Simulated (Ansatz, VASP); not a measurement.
# Al2O3 (Corundum) in two plane-wave programs

Wanted: the spread between two codes on one cell, functional and k mesh. The cell is taken from a series of runs on this material, whose earlier steps may have relaxed, scaled, displaced or heated it; both programs get it as it stands.

Program: Ansatz 0.2.0. Level of theory: plane waves, with VASP 6.6.1 beside it; zone-centre phonons at LDA. Results are calculated unless marked as measured.

### Step 1. Set-up

The structure is trigonal, space group R-3c (No. 167). The conventional cell has a = 4.667 Å, b = 4.667 Å, c = 12.703 Å, α = 90.00°, β = 90.00°, γ = 120.00°. O has 4 Al at 1.82 to 1.93 Å nearest. Al has 6 O at 1.82 to 1.93 Å nearest. Farther neighbours and most contacts between anions are not listed.

As a file:

```xyz
10
Lattice="2.3335 1.3473 4.2345 -2.3335 1.3473 4.2345 0.0000 -2.6945 4.2345" Properties=species:S:1:pos:R:3 pbc="T T T"
O    -0.9041    1.3473    7.4103
O    -0.7147   -1.4566    7.4103
O     1.6188    0.1094    7.4103
O     0.9041   -1.3473    5.2931
O     0.7147    1.4566    5.2931
O    -1.6188   -0.1094    5.2931
Al    0.0000    0.0000    4.4704
Al    0.0000    0.0000    1.8813
Al    0.0000    0.0000    8.2330
Al    0.0000    0.0000   10.8221
```

### Step 2. VASP: zone-centre phonons, LDA

Second derivatives magnify differences that forces hide, and they need a tight electronic threshold.

Lines of VASP's logs that name or quote its potential files are left out, and so is its time.

Contents of INCAR:

```
SYSTEM = Al2O3
PREC = Accurate
ENCUT = 600
EDIFF = 1E-08
NELM = 120
ISMEAR = 0
SIGMA = 0.01
LREAL = .FALSE.
ALGO = Normal
GGA = CA
NBANDS = 34
LORBIT = 11
LWAVE = .FALSE.
LCHARG = .FALSE.
ISIF = 2
IBRION = 8
LEPSILON = .TRUE.
LASPH = .TRUE.
GGA_COMPAT = .FALSE.
EFERMI = MIDGAP
KPAR = 2
```

Contents of POSCAR:

```
Al2O3
1.0
    2.3335317154      1.3472651641      4.2344683185
   -2.3335317154      1.3472651641      4.2344683185
    0.0000000000     -2.6945303281      4.2344683185
O Al
6 4
Direct
    0.5562782592      0.9437217408      0.2500000000
    0.2500000000      0.5562782592      0.9437217408
    0.9437217408      0.2500000000      0.5562782592
    0.4437217408      0.0562782592      0.7500000000
    0.7500000000      0.4437217408      0.0562782592
    0.0562782592      0.7500000000      0.4437217408
    0.3519033619      0.3519033619      0.3519033619
    0.1480966381      0.1480966381      0.1480966381
    0.6480966381      0.6480966381      0.6480966381
    0.8519033619      0.8519033619      0.8519033619
```

Contents of KPOINTS:

```
Automatic mesh
0
Gamma
6 6 6
0 0 0
```

The projector-augmented-wave data sets are O and Al (LDA family, release 64).

The run is started by

```console
mpirun -np 2 vasp_std
```

Numbers of over 12 decimals in the logs are rounded to 6 here.

The log of the run:

```text
[banner, memory and clock lines left out]
running    2 mpi-ranks, on    1 nodes
 distrk:  each k-point on    1 cores,    2 groups
 distr:  one band on    1 cores,    1 groups

 POSCAR found type information on POSCAR O Al
 POSCAR found :  2 types and      10 ions
 LDA part: xc-table for (Slater(with rela. corr.)+CA(PZ))
 , standard interpolation
 POSCAR, INCAR and KPOINTS ok, starting setup
 FFT: planning ... GRIDC
 FFT: planning ... GRID_SOFT
 FFT: planning ... GRID
 WAVECAR not read
 entering main loop
       N       E                     dE             d eps       ncg     rms          rms(c)
DAV:   1     0.245750436182E+03    0.24575E+03   -0.28137E+04  2176   0.152E+03
DAV:   2    -0.784612981511E+02   -0.32421E+03   -0.31248E+03  2756   0.312E+02
DAV:   3    -0.915623921252E+02   -0.13101E+02   -0.13059E+02  2816   0.640E+01
DAV:   4    -0.916597056057E+02   -0.97313E-01   -0.97256E-01  2680   0.629E+00
DAV:   5    -0.916606077081E+02   -0.90210E-03   -0.90190E-03  2766   0.606E-01    0.181E+01
DAV:   6    -0.831903622182E+02    0.84702E+01   -0.29932E+01  2658   0.295E+01    0.651E+00
DAV:   7    -0.830705142103E+02    0.11985E+00   -0.97350E-01  2694   0.482E+00    0.325E+00
DAV:   8    -0.829920273842E+02    0.78487E-01   -0.78685E-02  2678   0.209E+00    0.753E-01
DAV:   9    -0.829846556421E+02    0.73717E-02   -0.15218E-02  2806   0.649E-01    0.274E-01
DAV:  10    -0.829846838849E+02   -0.28243E-04   -0.49602E-04  2556   0.136E-01    0.636E-02
DAV:  11    -0.829846729332E+02    0.10952E-04   -0.10104E-04  2694   0.603E-02    0.268E-02
DAV:  12    -0.829846729516E+02   -0.18405E-07   -0.26482E-06  2684   0.115E-02    0.587E-03
DAV:  13    -0.829846726901E+02    0.26157E-06   -0.10262E-06  2736   0.605E-03    0.145E-03
DAV:  14    -0.829846726884E+02    0.17130E-08   -0.33267E-08  2316   0.111E-03
   1 F= -.82984673E+02 E0= -.82984673E+02  d E =0.000000E+00
 Linear response reoptimize wavefunctions to high precision
DAV:   1    -0.829846726886E+02   -0.21964E-09   -0.72141E-09  2032   0.431E-04
DAV:   2    -0.829846726886E+02   -0.40473E-10   -0.38730E-10  1384   0.119E-04
 Linear response G [H, r] |phi>, progress :
  Direction:   1
       N       E                     dE             d eps       ncg     rms
RMM:   1    -0.198511478075E+03   -0.19851E+03    0.12662E+02  5050   0.922E+01
RMM:   2    -0.170969673746E+03    0.27542E+02   -0.10981E+01  3754   0.188E+01
RMM:   3    -0.171010555140E+03   -0.40881E-01   -0.11029E-01  3945   0.182E+00
RMM:   4    -0.171012005875E+03   -0.14507E-02   -0.22955E-03  4097   0.232E-01
RMM:   5    -0.171012034884E+03   -0.29008E-04   -0.38295E-04  4158   0.384E-02
RMM:   6    -0.171012042238E+03   -0.73546E-05   -0.41432E-04  4229   0.150E-02
RMM:   7    -0.171012042721E+03   -0.48224E-06   -0.49519E-04  4253   0.126E-02
RMM:   8    -0.171012041954E+03    0.76629E-06   -0.46624E-04  4209   0.124E-02
RMM:   9    -0.171012042479E+03   -0.52512E-06   -0.60583E-04  4086   0.124E-02
RMM:  10    -0.171012042046E+03    0.43396E-06   -0.18043E-03  4098   0.125E-02
 Linear response G [H, r] |phi>, progress :
  Direction:   2
       N       E                     dE             d eps       ncg     rms
RMM:   1    -0.200909808751E+03   -0.20091E+03    0.11672E+02  5020   0.925E+01
RMM:   2    -0.172935604447E+03    0.27974E+02   -0.10865E+01  3757   0.188E+01
RMM:   3    -0.172985403159E+03   -0.49799E-01   -0.10615E-01  3924   0.180E+00
RMM:   4    -0.172986880489E+03   -0.14773E-02   -0.19407E-03  4099   0.229E-01
RMM:   5    -0.172986910714E+03   -0.30224E-04   -0.11635E-04  4154   0.365E-02
RMM:   6    -0.172986914226E+03   -0.35123E-05   -0.11155E-04  4227   0.137E-02
RMM:   7    -0.172986913956E+03    0.26987E-06   -0.20760E-04  4248   0.114E-02
RMM:   8    -0.172986913801E+03    0.15549E-06   -0.24514E-04  4203   0.112E-02
RMM:   9    -0.172986913903E+03   -0.10208E-06   -0.34469E-04  4074   0.112E-02
RMM:  10    -0.172986913089E+03    0.81320E-06   -0.62406E-04  4076   0.112E-02
 Linear response G [H, r] |phi>, progress :
  Direction:   3
       N       E                     dE             d eps       ncg     rms
RMM:   1    -0.198478522511E+03   -0.19848E+03    0.12099E+02  4892   0.924E+01
RMM:   2    -0.171940323028E+03    0.26538E+02   -0.10180E+01  3793   0.180E+01
RMM:   3    -0.171982793541E+03   -0.42471E-01   -0.99278E-02  3884   0.173E+00
RMM:   4    -0.171984110794E+03   -0.13173E-02   -0.16623E-03  4037   0.212E-01
RMM:   5    -0.171984131725E+03   -0.20931E-04   -0.10167E-04  4119   0.348E-02
RMM:   6    -0.171984132756E+03   -0.10309E-05   -0.69482E-05  4200   0.133E-02
RMM:   7    -0.171984132715E+03    0.40949E-07   -0.17074E-04  4222   0.110E-02
RMM:   8    -0.171984132639E+03    0.75244E-07   -0.14737E-04  4144   0.108E-02
RMM:   9    -0.171984133142E+03   -0.50242E-06   -0.16820E-04  4056   0.108E-02
RMM:  10    -0.171984133300E+03   -0.15826E-06   -0.22213E-04  4052   0.109E-02
 Linear response to external field (no local field effect), progress :
[...]
Linear response to external field, progress :
  Direction:   3
       N       E                     dE             d eps       ncg     rms          rms(c)
RMM:   1    -0.500628401987E+00   -0.50063E+00   -0.12498E+00  4069   0.270E+00
RMM:   2    -0.498163041654E+00    0.24654E-02   -0.76450E-03  3689   0.387E-01    0.113E+00
[...]
RMM:   4    -0.367501903801E+00   -0.19187E-02   -0.11558E-03 12767   0.150E-01    0.177E-02
RMM:   5    -0.367463355130E+00    0.38549E-04   -0.42347E-05 14295   0.312E-02    0.444E-03
RMM:   6    -0.367533327009E+00   -0.69972E-04   -0.13691E-06 14617   0.527E-03    0.163E-03
RMM:   7    -0.367519813904E+00    0.13513E-04   -0.14427E-07 14580   0.192E-03    0.791E-04
RMM:   8    -0.367528071566E+00   -0.82577E-05   -0.25986E-07 14648   0.918E-04    0.172E-04
RMM:   9    -0.367528117137E+00   -0.45571E-07   -0.34621E-07 14660   0.373E-04    0.789E-05
RMM:  10    -0.367528088112E+00    0.29025E-07   -0.82005E-07 14693   0.352E-04    0.118E-05
RMM:  11    -0.367528104515E+00   -0.16403E-07   -0.56760E-07 14806   0.340E-04    0.599E-06
RMM:  12    -0.367528132607E+00   -0.28092E-07   -0.63089E-07 14908   0.338E-04    0.157E-06
RMM:  13    -0.367528134524E+00   -0.19169E-08   -0.50456E-07 15081   0.337E-04    0.533E-07
RMM:  14    -0.367528134833E+00   -0.30968E-09   -0.26105E-07 15126   0.335E-04    0.420E-07
RMM:  15    -0.367528135784E+00   -0.95091E-09   -0.17820E-07 15465   0.334E-04    0.162E-07
RMM:  16    -0.367528135735E+00    0.49337E-10   -0.18828E-07 15709   0.333E-04    0.138E-07
RMM:  17    -0.367528135882E+00   -0.14657E-09   -0.10347E-07 16039   0.332E-04    0.685E-08
 first order change of Fermi-energy  -0.13758E-04
 force on displaced ion       1 direction 2 :  -0.001 -21.489   7.518
 Born effective charge ion    1 direction 2 :   0.000  -1.849   0.321
 Linear response progress:
  Degree of freedom:   3/  5
       N       E                     dE             d eps       ncg     rms          rms(c)
RMM:   1    -0.369914074861E+00   -0.36991E+00    0.36603E-01 14450   0.299E+00
RMM:   2    -0.365390577342E+00    0.45235E-02   -0.60490E-03 13367   0.390E-01    0.179E-01
RMM:   3    -0.366414754356E+00   -0.10242E-02   -0.12556E-03 12082   0.164E-01    0.882E-02
RMM:   4    -0.368328096817E+00   -0.19133E-02   -0.11353E-03 12834   0.145E-01    0.186E-02
RMM:   5    -0.368306732959E+00    0.21364E-04   -0.55816E-05 13902   0.348E-02    0.512E-03
RMM:   6    -0.368403057723E+00   -0.96325E-04   -0.58040E-06 14498   0.920E-03    0.169E-03
RMM:   7    -0.368404879521E+00   -0.18218E-05   -0.19690E-07 14428   0.164E-03    0.519E-04
RMM:   8    -0.368407458381E+00   -0.25789E-05   -0.12958E-07 14582   0.516E-04    0.207E-04
RMM:   9    -0.368407437536E+00    0.20844E-07   -0.19031E-07 14625   0.348E-04    0.414E-05
RMM:  10    -0.368407366016E+00    0.71520E-07    0.36529E-07 14676   0.322E-04    0.141E-05
RMM:  11    -0.368407338798E+00    0.27218E-07   -0.21054E-07 14756   0.314E-04    0.257E-06
RMM:  12    -0.368407365867E+00   -0.27069E-07   -0.20240E-07 14772   0.313E-04    0.108E-06
RMM:  13    -0.368407372054E+00   -0.61876E-08   -0.26826E-07 15007   0.313E-04    0.503E-07
RMM:  14    -0.368407371606E+00    0.44801E-09   -0.24125E-07 15035   0.310E-04    0.223E-07
RMM:  15    -0.368407371187E+00    0.41897E-09   -0.18920E-07 15373   0.309E-04    0.164E-07
RMM:  16    -0.368407371170E+00    0.17224E-10   -0.17411E-07 15572   0.308E-04    0.991E-08
 first order change of Fermi-energy   0.33376E-04
 force on displaced ion       1 direction 3 :   0.000   7.520 -18.281
 Born effective charge ion    1 direction 3 :   0.000   0.234  -1.924
 Linear response progress:
  Degree of freedom:   4/  5
       N       E                     dE             d eps       ncg     rms          rms(c)
RMM:   1    -0.163786783883E-01   -0.16379E-01    0.18683E-02 22558   0.106E+00
RMM:   2    -0.934210327318E-02    0.70366E-02   -0.24471E-03 13656   0.286E-01    0.998E-02
RMM:   3    -0.916949378140E-02    0.17261E-03   -0.41292E-04 13774   0.820E-02    0.491E-02
RMM:   4    -0.912148936772E-02    0.48004E-04   -0.87228E-05 14046   0.329E-02    0.197E-02
RMM:   5    -0.912098529668E-02    0.50407E-06   -0.23152E-05 14115   0.156E-02    0.426E-03
RMM:   6    -0.911536036806E-02    0.56249E-05   -0.59085E-06 14221   0.488E-03    0.889E-04
RMM:   7    -0.911424609823E-02    0.11143E-05    0.89598E-07 14570   0.105E-03    0.362E-04
RMM:   8    -0.911426085386E-02   -0.14756E-07   -0.16715E-07 14584   0.376E-04    0.669E-05
RMM:   9    -0.911424846455E-02    0.12389E-07   -0.25862E-08 14635   0.109E-04    0.227E-05
RMM:  10    -0.911426105116E-02   -0.12587E-07   -0.66097E-08 14657   0.776E-05    0.132E-05
RMM:  11    -0.911427733917E-02   -0.16288E-07   -0.35263E-08 14696   0.647E-05    0.224E-06
RMM:  12    -0.911427784894E-02   -0.50977E-09   -0.32710E-08 14725   0.577E-05    0.203E-06
 first order change of Fermi-energy  -0.80839E-06
 force on displaced ion       7 direction 1 : -23.662   0.000  -0.000
 Born effective charge ion    7 direction 1 :   2.918   0.024   0.000
 Linear response progress:
  Degree of freedom:   5/  5
       N       E                     dE             d eps       ncg     rms          rms(c)
RMM:   1    -0.195780212719E-01   -0.19578E-01   -0.14761E-02  8092   0.104E+00
RMM:   2    -0.911177259008E-02    0.10466E-01   -0.21345E-03  4797   0.285E-01    0.853E-02
RMM:   3    -0.891181995697E-02    0.19995E-03   -0.11781E-04  5010   0.600E-02    0.485E-02
RMM:   4    -0.882369761108E-02    0.88122E-04   -0.18283E-04  4968   0.553E-02    0.913E-03
RMM:   5    -0.880979547794E-02    0.13902E-04    0.11402E-05  5015   0.992E-03    0.401E-03
RMM:   6    -0.880643850560E-02    0.33570E-05    0.18554E-06  5110   0.541E-03    0.161E-03
RMM:   7    -0.880497884010E-02    0.14597E-05    0.49773E-06  5159   0.156E-03    0.523E-04
RMM:   8    -0.880566042905E-02   -0.68159E-06    0.40161E-07  5193   0.735E-04    0.246E-04
RMM:   9    -0.880575152950E-02   -0.91100E-07    0.11832E-07  5151   0.307E-04    0.374E-05
RMM:  10    -0.880576361877E-02   -0.12089E-07   -0.30803E-07  5221   0.904E-05    0.122E-05
RMM:  11    -0.880574281281E-02    0.20806E-07   -0.22592E-08  5228   0.600E-05    0.266E-06
RMM:  12    -0.880575730581E-02   -0.14493E-07   -0.78772E-08  5244   0.536E-05    0.167E-06
RMM:  13    -0.880575507186E-02    0.22340E-08   -0.13372E-07  5220   0.527E-05    0.656E-07
RMM:  14    -0.880575415135E-02    0.92051E-09   -0.14544E-07  5149   0.518E-05    0.146E-07
RMM:  15    -0.880575028086E-02    0.38705E-08   -0.12985E-07  5197   0.513E-05    0.750E-08
 first order change of Fermi-energy  -0.45828E-02
 force on displaced ion       7 direction 3 :   0.000  -0.000 -21.907
 Born effective charge ion    7 direction 3 :   0.000   0.000   2.886
 Born effective charges drift removed
 Linear response finished
```

(Continued in part 2 of 3.)

[Lines on the potential files, build, host, timing and source positions are cut from VASP's logs without a mark.]

[Logs are printed without paths, hosts, clocks, repeated set-up lines and the standing remarks that a program may print on its own settings, such as how far it seeks lower states.]

[Hosts, paths, dates, database ids (printed as entryN), source tags and the programs' standing remarks are cut or masked in the printed files.]
